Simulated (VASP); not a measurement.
# Zr2Ni: structure and properties in VASP, part 15 of 17

Aim: relax Zr2Ni, then compute properties on the relaxed cell. The start is a cell from a database of measured crystal structures.

VASP 6.6.1, plane waves and PAW; the level of theory is named at each step.

So far. Step 13 (Zone-centre phonons (r2SCAN + rVV10)): The three acoustic modes lie within 0.7 cm⁻¹ of zero, and all others are real. By the characters of their eigenvectors the optical modes sort into (cm⁻¹) Raman active: Bg 137, Eg 150, Bg 168, A1g 177, Eg 200; infrared active: Eu 126, A2u 151, Eu 203; silent: A2g 138, Bu 154, A2g 215. B labels carry no number here, since it depends on the setting of the axes. With a centre of inversion no mode is active in both.

## Step 15: Volume scan with r2SCAN + rVV10 (run 2)

Level of this step: r2SCAN with rVV10, zero-moment start; plane waves and PAW (Zr_sv, Ni) (VASP).

The input, INCAR:

```
SYSTEM = Zr2Ni
PREC = Accurate
ENCUT = 400
EDIFF = 1E-06
NELM = 100
ISMEAR = 1
SIGMA = 0.2
LREAL = .FALSE.
ALGO = Normal
METAGGA = R2SCAN
LUSE_VDW = .TRUE.
IVDW_NL = 2
BPARAM = 11.95
CPARAM = 0.0093
LASPH = .TRUE.
NBANDS = 45
ISPIN = 2
MAGMOM = -0 -0 -0 -0 0 0
LMAXMIX = 4
LORBIT = 11
LWAVE = .FALSE.
LCHARG = .FALSE.
KPAR = 8
ISIF = 2
```

The input, POSCAR:

```
Zr2Ni
1.0
   -3.1812379625      3.1812379625      2.5769969609
    3.1812379625     -3.1812379625      2.5769969609
    3.1812379625      3.1812379625     -2.5769969609
Zr Ni
4 2
Direct
    0.6641183882      0.1641183882      0.8282367764
    0.1641183882      0.3358816118      0.5000000000
    0.3358816118      0.8358816118      0.1717632236
    0.8358816118      0.6641183882      0.5000000000
    0.2500000000      0.2500000000      0.0000000000
    0.7500000000      0.7500000000      0.0000000000
```

The input, KPOINTS:

```
Automatic mesh
0
Gamma
7 7 7
0 0 0
```

Potentials, in the order of the species: Zr_sv and Ni (PBE family, release 64).

On the command line:

```
> mpirun -np 8 vasp_std
```

Output:

```text
[... set-up lines as in an earlier step ...]
 entering main loop
       N       E                     dE             d eps       ncg     rms          rms(c)
Total rVV10 correction in eV:      1.4203652    70.4878365
Total rVV10 correction in eV:      1.4203652    70.4878365
Total rVV10 correction in eV:      1.4203652    70.4878365
Total rVV10 correction in eV:      1.4203652    70.4878365
Total rVV10 correction in eV:      1.4203652    70.4878365
Total rVV10 correction in eV:      1.4203652    70.4878365
Total rVV10 correction in eV:      1.4203652    70.4878365
Total rVV10 correction in eV:      1.4203652    70.4878365
DAV:   1     0.676432296787E+03    0.67643E+03   -0.28589E+04  7200   0.145E+03
DAV:   2    -0.578425031853E+02   -0.73427E+03   -0.71118E+03  7692   0.452E+02
DAV:   3    -0.137752208363E+03   -0.79910E+02   -0.75651E+02 10870   0.140E+02
DAV:   4    -0.147805109753E+03   -0.10053E+02   -0.98263E+01 11587   0.403E+01
DAV:   5    -0.148401945242E+03   -0.59684E+00   -0.59620E+00 11406   0.961E+00    0.407E+01
Total rVV10 correction in eV:      1.3047108    70.4878347
Total rVV10 correction in eV:      1.3047108    70.4878347
Total rVV10 correction in eV:      1.3047108    70.4878347
Total rVV10 correction in eV:      1.3047108    70.4878347
Total rVV10 correction in eV:      1.3047108    70.4878347
Total rVV10 correction in eV:      1.3047108    70.4878347
Total rVV10 correction in eV:      1.3047108    70.4878347
Total rVV10 correction in eV:      1.3047108    70.4878347
DAV:   6    -0.136188664117E+03    0.12213E+02   -0.17277E+02  8457   0.153E+02    0.439E+01
Total rVV10 correction in eV:      1.3289919    70.4878337
Total rVV10 correction in eV:      1.3289919    70.4878337
Total rVV10 correction in eV:      1.3289919    70.4878337
Total rVV10 correction in eV:      1.3289919    70.4878337
Total rVV10 correction in eV:      1.3289919    70.4878337
Total rVV10 correction in eV:      1.3289919    70.4878337
Total rVV10 correction in eV:      1.3289919    70.4878337
Total rVV10 correction in eV:      1.3289919    70.4878337
DAV:   7    -0.115833625825E+03    0.20355E+02   -0.52285E+01  9201   0.548E+01    0.103E+01
Total rVV10 correction in eV:      1.3244876    70.4878341
Total rVV10 correction in eV:      1.3244876    70.4878341
Total rVV10 correction in eV:      1.3244876    70.4878341
Total rVV10 correction in eV:      1.3244876    70.4878341
Total rVV10 correction in eV:      1.3244876    70.4878341
Total rVV10 correction in eV:      1.3244876    70.4878341
Total rVV10 correction in eV:      1.3244876    70.4878341
Total rVV10 correction in eV:      1.3244876    70.4878341
DAV:   8    -0.116078206912E+03   -0.24458E+00   -0.12929E+01 10135   0.336E+01    0.123E+01
Total rVV10 correction in eV:      1.3053299    70.4878346
Total rVV10 correction in eV:      1.3053299    70.4878346
Total rVV10 correction in eV:      1.3053299    70.4878346
Total rVV10 correction in eV:      1.3053299    70.4878346
Total rVV10 correction in eV:      1.3053299    70.4878346
Total rVV10 correction in eV:      1.3053299    70.4878346
Total rVV10 correction in eV:      1.3053299    70.4878346
Total rVV10 correction in eV:      1.3053299    70.4878346
DAV:   9    -0.115402828586E+03    0.67538E+00   -0.60379E+00 10778   0.255E+01    0.391E+00
Total rVV10 correction in eV:      1.3050212    70.4878342
Total rVV10 correction in eV:      1.3050212    70.4878342
Total rVV10 correction in eV:      1.3050212    70.4878342
Total rVV10 correction in eV:      1.3050212    70.4878342
Total rVV10 correction in eV:      1.3050212    70.4878342
Total rVV10 correction in eV:      1.3050212    70.4878342
Total rVV10 correction in eV:      1.3050212    70.4878342
Total rVV10 correction in eV:      1.3050212    70.4878342
DAV:  10    -0.115380768077E+03    0.22061E-01   -0.45364E-01  9955   0.360E+00    0.262E+00
Total rVV10 correction in eV:      1.3031005    70.4878343
Total rVV10 correction in eV:      1.3031005    70.4878343
Total rVV10 correction in eV:      1.3031005    70.4878343
Total rVV10 correction in eV:      1.3031005    70.4878343
Total rVV10 correction in eV:      1.3031005    70.4878343
Total rVV10 correction in eV:      1.3031005    70.4878343
Total rVV10 correction in eV:      1.3031005    70.4878343
Total rVV10 correction in eV:      1.3031005    70.4878343
DAV:  11    -0.115358982897E+03    0.21785E-01   -0.14003E-01 10325   0.355E+00    0.601E-01
Total rVV10 correction in eV:      1.3044184    70.4878343
Total rVV10 correction in eV:      1.3044184    70.4878343
Total rVV10 correction in eV:      1.3044184    70.4878343
Total rVV10 correction in eV:      1.3044184    70.4878343
Total rVV10 correction in eV:      1.3044184    70.4878343
Total rVV10 correction in eV:      1.3044184    70.4878343
Total rVV10 correction in eV:      1.3044184    70.4878343
Total rVV10 correction in eV:      1.3044184    70.4878343
DAV:  12    -0.115361273852E+03   -0.22910E-02   -0.23629E-02  9797   0.831E-01    0.292E-01
Total rVV10 correction in eV:      1.3051394    70.4878343
Total rVV10 correction in eV:      1.3051394    70.4878343
Total rVV10 correction in eV:      1.3051394    70.4878343
Total rVV10 correction in eV:      1.3051394    70.4878343
Total rVV10 correction in eV:      1.3051394    70.4878343
Total rVV10 correction in eV:      1.3051394    70.4878343
Total rVV10 correction in eV:      1.3051394    70.4878343
Total rVV10 correction in eV:      1.3051394    70.4878343
DAV:  13    -0.115361273838E+03    0.14181E-07   -0.10645E-03 10499   0.183E-01    0.755E-02
Total rVV10 correction in eV:      1.3053225    70.4878343
Total rVV10 correction in eV:      1.3053225    70.4878343
Total rVV10 correction in eV:      1.3053225    70.4878343
Total rVV10 correction in eV:      1.3053225    70.4878343
Total rVV10 correction in eV:      1.3053225    70.4878343
Total rVV10 correction in eV:      1.3053225    70.4878343
Total rVV10 correction in eV:      1.3053225    70.4878343
Total rVV10 correction in eV:      1.3053225    70.4878343
DAV:  14    -0.115361277937E+03   -0.40984E-05   -0.78468E-05 10538   0.579E-02    0.495E-02
Total rVV10 correction in eV:      1.3053415    70.4878343
Total rVV10 correction in eV:      1.3053415    70.4878343
Total rVV10 correction in eV:      1.3053415    70.4878343
Total rVV10 correction in eV:      1.3053415    70.4878343
Total rVV10 correction in eV:      1.3053415    70.4878343
Total rVV10 correction in eV:      1.3053415    70.4878343
Total rVV10 correction in eV:      1.3053415    70.4878343
Total rVV10 correction in eV:      1.3053415    70.4878343
DAV:  15    -0.115361262650E+03    0.15287E-04   -0.18588E-05  9522   0.449E-02    0.190E-02
Total rVV10 correction in eV:      1.3053820    70.4878343
Total rVV10 correction in eV:      1.3053820    70.4878343
Total rVV10 correction in eV:      1.3053820    70.4878343
Total rVV10 correction in eV:      1.3053820    70.4878343
Total rVV10 correction in eV:      1.3053820    70.4878343
Total rVV10 correction in eV:      1.3053820    70.4878343
Total rVV10 correction in eV:      1.3053820    70.4878343
Total rVV10 correction in eV:      1.3053820    70.4878343
DAV:  16    -0.115361258328E+03    0.43218E-05   -0.11102E-05  9013   0.304E-02    0.451E-03
Total rVV10 correction in eV:      1.3053967    70.4878343
Total rVV10 correction in eV:      1.3053967    70.4878343
Total rVV10 correction in eV:      1.3053967    70.4878343
Total rVV10 correction in eV:      1.3053967    70.4878343
Total rVV10 correction in eV:      1.3053967    70.4878343
Total rVV10 correction in eV:      1.3053967    70.4878343
Total rVV10 correction in eV:      1.3053967    70.4878343
Total rVV10 correction in eV:      1.3053967    70.4878343
DAV:  17    -0.115361258619E+03   -0.29137E-06   -0.22129E-06  6083   0.693E-03
Total rVV10 correction in eV:      1.3053994    70.4878343
Total rVV10 correction in eV:      1.3053994    70.4878343
Total rVV10 correction in eV:      1.3053994    70.4878343
Total rVV10 correction in eV:      1.3053994    70.4878343
Total rVV10 correction in eV:      1.3053994    70.4878343
Total rVV10 correction in eV:      1.3053994    70.4878343
Total rVV10 correction in eV:      1.3053994    70.4878343
Total rVV10 correction in eV:      1.3053994    70.4878343
Total rVV10 correction in eV:      1.3053971    70.4878343
Total rVV10 correction in eV:      1.3053971    70.4878343
Total rVV10 correction in eV:      1.3053971    70.4878343
Total rVV10 correction in eV:      1.3053971    70.4878343
Total rVV10 correction in eV:      1.3053971    70.4878343
Total rVV10 correction in eV:      1.3053971    70.4878343
Total rVV10 correction in eV:      1.3053971    70.4878343
Total rVV10 correction in eV:      1.3053971    70.4878343
   1 F= -.11536126E+03 E0= -.11535937E+03  d E =-.565338E-02  mag=     0.0000
```

Elapsed: 2.3 min, on 8 MPI ranks of Intel Xeon 6975P-C (Granite Rapids), shared host; peak memory 4.7 GiB.

From OUTCAR (step 15):

```text
   ENCUT  =  400.0 eV  29.40 Ry    5.42 a.u.   8.45  8.45  8.45*2*pi/ulx,y,z

   NELECT =      68.0000    total number of electrons

 E-fermi :  10.0015

 spin component 1
 k-point     1 :       0.0000    0.0000    0.0000
  band No.  band energies     occupation
    ...
     29       8.9442      1.00000
     30       8.9442      1.00000
     31       9.0025      1.00000
     32       9.8327      1.00047
     33       9.8327      1.00046
     34      10.0982      0.13923
     35      10.1424      0.03862
     36      10.4333     -0.00463
     37      10.4333     -0.00463
     38      10.5944     -0.00011
    ...

 k-point     2 :       0.1429    0.0000    0.0000
  band No.  band energies     occupation
    ...
     30       8.9899      1.00000
     31       9.0826      1.00000
     32       9.2415      1.00000
     33       9.5247      1.00191
     34       9.5753      1.00511
     35      10.3830     -0.01065
     36      10.6234     -0.00005
     37      10.6954     -0.00001
     38      11.1821     -0.00000
     39      11.7883     -0.00000
    ...

  Total        3.8514068      3.8514068      3.4145845      0.0000000     -0.0000000      0.0000000
  in kB       59.1512278     59.1512278     52.4423618      0.0000000     -0.0000000      0.0000000
  external PRESSURE =      56.9149391 kB  Pullay stress =       0.0000000 kB

 POSITION                                       TOTAL-FORCE (eV/Angst)
 -----------------------------------------------------------------------------------
      1.04420      4.22544      0.00000        -0.057601     -0.057601     -0.000000
      2.13704      1.04420      0.00000         0.057601     -0.057601     -0.000000
      2.13704     -1.04420      2.57700         0.057601      0.057601      0.000000
      1.04420      2.13704      2.57700        -0.057601      0.057601     -0.000000
      0.00000      0.00000      1.28850         0.000000     -0.000000     -0.000000
      0.00000      0.00000      3.86550         0.000000     -0.000000     -0.000000
 -----------------------------------------------------------------------------------
    total drift:                                0.000000     -0.000000     -0.000000

  FREE ENERGIE OF THE ION-ELECTRON SYSTEM (eV)
  ---------------------------------------------------
  free  energy   TOTEN  =      -115.3612586192 eV

  energy  without entropy=     -115.3556052351  energy(sigma->0) =     -115.35937416

 magnetization (x)
# of ion       s       p       d       tot
------------------------------------------
    1        0.000  -0.000   0.000   0.000
    2        0.000  -0.000   0.000   0.000
    3        0.000  -0.000   0.000   0.000
    4        0.000  -0.000   0.000   0.000
    5        0.000  -0.000   0.000   0.000
    6        0.000  -0.000   0.000   0.000
--------------------------------------------------
tot          0.000  -0.000   0.000   0.000

[... 4 parts as in an earlier step ...]

[... 14 further parts left out ...]
```

This step gave:

```
free energy (TOTEN)     : -115.3613 eV
energy at zero smearing : -115.3594 eV
Fermi energy            : 10.00 eV
pressure                : 5.691 GPa
```

Force by atom:

| atom | x (eV/Å) | y (eV/Å) | z (eV/Å) | size |
| --- | --- | --- | --- | --- |
| Zr1 | -0.0576 | -0.0576 | 0.0000 | 0.0815 |
| Zr2 | 0.0576 | -0.0576 | 0.0000 | 0.0815 |
| Zr3 | 0.0576 | 0.0576 | 0.0000 | 0.0815 |
| Zr4 | -0.0576 | 0.0576 | 0.0000 | 0.0815 |
| Ni5 | 0.0000 | 0.0000 | 0.0000 | 0.0000 |
| Ni6 | 0.0000 | 0.0000 | 0.0000 | 0.0000 |

The pressure falls from 8.97 to 5.69 GPa.

The run ends at a pressure of 5.69 GPa, with forces up to 0.081 eV/Å.

## Step 16: Volume scan with r2SCAN + rVV10 (run 3)

INCAR is that of step 15.

Changes to POSCAR since step 15:

```diff
@@ -2,5 +2,5 @@
 1.0
-   -3.1812379625      3.1812379625      2.5769969609
-    3.1812379625     -3.1812379625      2.5769969609
-    3.1812379625      3.1812379625     -2.5769969609
+   -3.2031782280      3.2031782280      2.5947699154
+    3.2031782280     -3.2031782280      2.5947699154
+    3.2031782280      3.2031782280     -2.5947699154
 Zr Ni
```

KPOINTS is that of step 15.

On the command line:

```
> mpirun -np 8 vasp_std
```

Output:

```text
[... set-up lines as in an earlier step ...]
 entering main loop
       N       E                     dE             d eps       ncg     rms          rms(c)
Total rVV10 correction in eV:      1.4364740    70.4878365
Total rVV10 correction in eV:      1.4364740    70.4878365
Total rVV10 correction in eV:      1.4364740    70.4878365
Total rVV10 correction in eV:      1.4364740    70.4878365
Total rVV10 correction in eV:      1.4364740    70.4878365
Total rVV10 correction in eV:      1.4364740    70.4878365
Total rVV10 correction in eV:      1.4364740    70.4878365
Total rVV10 correction in eV:      1.4364740    70.4878365
DAV:   1     0.673420561383E+03    0.67342E+03   -0.28521E+04  7200   0.144E+03
DAV:   2    -0.582655683555E+02   -0.73169E+03   -0.70868E+03  7783   0.449E+02
DAV:   3    -0.138088855452E+03   -0.79823E+02   -0.75632E+02 10929   0.140E+02
DAV:   4    -0.147860660514E+03   -0.97718E+01   -0.95697E+01 11616   0.401E+01
DAV:   5    -0.148455316870E+03   -0.59466E+00   -0.59401E+00 11506   0.951E+00    0.396E+01
Total rVV10 correction in eV:      1.3198469    70.4878365
[...]
Total rVV10 correction in eV:      1.3203693    70.4878365
Total rVV10 correction in eV:      1.3203693    70.4878365
Total rVV10 correction in eV:      1.3203693    70.4878365
Total rVV10 correction in eV:      1.3203693    70.4878365
DAV:  17    -0.115422393594E+03   -0.61451E-06   -0.27070E-06  6468   0.773E-03
Total rVV10 correction in eV:      1.3203652    70.4878365
Total rVV10 correction in eV:      1.3203652    70.4878365
Total rVV10 correction in eV:      1.3203652    70.4878365
Total rVV10 correction in eV:      1.3203652    70.4878365
Total rVV10 correction in eV:      1.3203652    70.4878365
Total rVV10 correction in eV:      1.3203652    70.4878365
Total rVV10 correction in eV:      1.3203652    70.4878365
Total rVV10 correction in eV:      1.3203652    70.4878365
Total rVV10 correction in eV:      1.3203693    70.4878365
Total rVV10 correction in eV:      1.3203693    70.4878365
Total rVV10 correction in eV:      1.3203693    70.4878365
Total rVV10 correction in eV:      1.3203693    70.4878365
Total rVV10 correction in eV:      1.3203693    70.4878365
Total rVV10 correction in eV:      1.3203693    70.4878365
Total rVV10 correction in eV:      1.3203693    70.4878365
Total rVV10 correction in eV:      1.3203693    70.4878365
   1 F= -.11542239E+03 E0= -.11542134E+03  d E =-.314766E-02  mag=     0.0000
```

Elapsed: 2.4 min, on 8 MPI ranks; peak memory 4.7 GiB; 17 min of CPU time.

Parts of OUTCAR (step 16):

```text
  Total        1.8565123      1.8565123      1.6387245      0.0000000     -0.0000000      0.0000000
  in kB       27.9310568     27.9310568     24.6544590      0.0000000     -0.0000000      0.0000000
  external PRESSURE =      26.8388575 kB  Pullay stress =       0.0000000 kB

 POSITION                                       TOTAL-FORCE (eV/Angst)
 -----------------------------------------------------------------------------------
      1.05140      4.25458      0.00000        -0.027369     -0.027369     -0.000000
      2.15178      1.05140      0.00000         0.027369     -0.027369      0.000000
      2.15178     -1.05140      2.59477         0.027369      0.027369      0.000000
      1.05140      2.15178      2.59477        -0.027369      0.027369      0.000000
      0.00000      0.00000      1.29738         0.000000     -0.000000     -0.000000
      0.00000      0.00000      3.89215        -0.000000     -0.000000     -0.000000
 -----------------------------------------------------------------------------------
    total drift:                                0.000000     -0.000000     -0.000000

  FREE ENERGIE OF THE ION-ELECTRON SYSTEM (eV)
  ---------------------------------------------------
  free  energy   TOTEN  =      -115.4223935936 eV

  energy  without entropy=     -115.4192459301  energy(sigma->0) =     -115.42134437

 magnetization (x)
# of ion       s       p       d       tot
------------------------------------------
    1       -0.000   0.000  -0.000  -0.000
    2       -0.000   0.000  -0.000  -0.000
    3       -0.000   0.000  -0.000  -0.000
    4       -0.000   0.000  -0.000  -0.000
    5        0.000   0.000  -0.000  -0.000
    6        0.000   0.000  -0.000  -0.000
--------------------------------------------------
tot         -0.000   0.000  -0.000  -0.000

[... 1 part as in an earlier step ...]

[... 2 further parts left out ...]
[key lines of the parts left out:]
E-fermi :   9.7414
```

The pressure falls from 5.69 to 2.68 GPa.

The run ends at a pressure of 2.68 GPa, with forces up to 0.039 eV/Å.

## Step 17: Volume scan with r2SCAN + rVV10 (run 4)

INCAR is that of step 16.

Changes to POSCAR since step 16:

```diff
@@ -2,5 +2,5 @@
 1.0
-   -3.2031782280      3.2031782280      2.5947699154
-    3.2031782280     -3.2031782280      2.5947699154
-    3.2031782280      3.2031782280     -2.5947699154
+   -3.2248219807      3.2248219807      2.6123026764
+    3.2248219807     -3.2248219807      2.6123026764
+    3.2248219807      3.2248219807     -2.6123026764
 Zr Ni
```

KPOINTS is that of step 16.

On the command line:

```
> mpirun -np 8 vasp_std
```

Output:

```text
[... set-up lines as in an earlier step ...]
 entering main loop
       N       E                     dE             d eps       ncg     rms          rms(c)
Total rVV10 correction in eV:      1.4521748    70.4878365
Total rVV10 correction in eV:      1.4521748    70.4878365
Total rVV10 correction in eV:      1.4521748    70.4878365
Total rVV10 correction in eV:      1.4521748    70.4878365
Total rVV10 correction in eV:      1.4521748    70.4878365
Total rVV10 correction in eV:      1.4521748    70.4878365
Total rVV10 correction in eV:      1.4521748    70.4878365
Total rVV10 correction in eV:      1.4521748    70.4878365
[... 5 cycles as in an earlier step ...]
Total rVV10 correction in eV:      1.3346351    70.4878382
Total rVV10 correction in eV:      1.3346351    70.4878382
Total rVV10 correction in eV:      1.3346351    70.4878382
Total rVV10 correction in eV:      1.3346351    70.4878382
Total rVV10 correction in eV:      1.3346351    70.4878382
Total rVV10 correction in eV:      1.3346351    70.4878382
Total rVV10 correction in eV:      1.3346351    70.4878382
[...]
Total rVV10 correction in eV:      1.3349549    70.4878384
Total rVV10 correction in eV:      1.3349549    70.4878384
Total rVV10 correction in eV:      1.3349549    70.4878384
Total rVV10 correction in eV:      1.3349549    70.4878384
Total rVV10 correction in eV:      1.3349549    70.4878384
[... 1 cycle as in an earlier step ...]
Total rVV10 correction in eV:      1.3349505    70.4878384
Total rVV10 correction in eV:      1.3349505    70.4878384
Total rVV10 correction in eV:      1.3349505    70.4878384
Total rVV10 correction in eV:      1.3349505    70.4878384
Total rVV10 correction in eV:      1.3349505    70.4878384
Total rVV10 correction in eV:      1.3349505    70.4878384
Total rVV10 correction in eV:      1.3349505    70.4878384
Total rVV10 correction in eV:      1.3349505    70.4878384
Total rVV10 correction in eV:      1.3349540    70.4878384
Total rVV10 correction in eV:      1.3349540    70.4878384
Total rVV10 correction in eV:      1.3349540    70.4878384
Total rVV10 correction in eV:      1.3349540    70.4878384
Total rVV10 correction in eV:      1.3349540    70.4878384
Total rVV10 correction in eV:      1.3349540    70.4878384
Total rVV10 correction in eV:      1.3349540    70.4878384
Total rVV10 correction in eV:      1.3349540    70.4878384
   1 F= -.11544463E+03 E0= -.11544442E+03  d E =-.632998E-03  mag=    -0.0000
```

It took 2.6 min on 8 MPI ranks; peak memory 4.7 GiB.

Parts of OUTCAR (step 17):

```text
[... 7 parts as in an earlier step ...]

[... 1 further part left out ...]
[key lines of the parts left out:]
E-fermi :   9.4914
```

The pressure falls from 2.68 to -0.04 GPa.

The run ends at a pressure of -0.04 GPa, with forces up to 9.5e-4 eV/Å.

(Part 15 of 17 ends here.)

[Lines on the potential files, build, host, timing and source positions are cut from VASP's logs without a mark.]

[Logs are printed without paths, hosts, clocks, repeated set-up lines and the standing remarks that a program may print on its own settings, such as how far it seeks lower states.]

[Hosts, paths, dates, database ids (printed as entryN), source tags and the programs' standing remarks are cut or masked in the printed files.]

[A measured line is paired with the nearest computed mode of its activity, which favours agreement.]

[In band tables of VASP the shares of atoms and orbitals are scaled to a sum of 1 inside the atoms' spheres.]
